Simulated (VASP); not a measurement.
Energy against volume of AlN (zinc blende). Method: LDA (Ceperley-Alder, Perdew-Zunger), VASP's LDA PAW potentials (set 64) (plane waves; VASP). Settings: 520 eV cut-off, 10×10×10 Γ-centred mesh, Gaussian smearing of 0.050 eV, potentials Al N.

```tsv
V (Å³/atom)	E (eV/atom)
9.650	-8.16056
9.958	-8.18126
10.266	-8.18780
10.574	-8.18214
```

### Question
Fit these four points and predict the energy of the run at 10.882 Å³/atom.

### Answer
A cubic in V^(−2/3), the third-order Birch-Murnaghan form, passes through the four points with V0 = 10.27 Å³/atom and B0 = 211 GPa, and gives -8.1659 eV/atom there. The run gave -8.1659 eV/atom, +0.0 meV/atom from the fit; all five points give B0 = 211 GPa.

The compound is AlN in the zinc blende structure, a metastable form; wurtzite is the usual one. It was relaxed first.
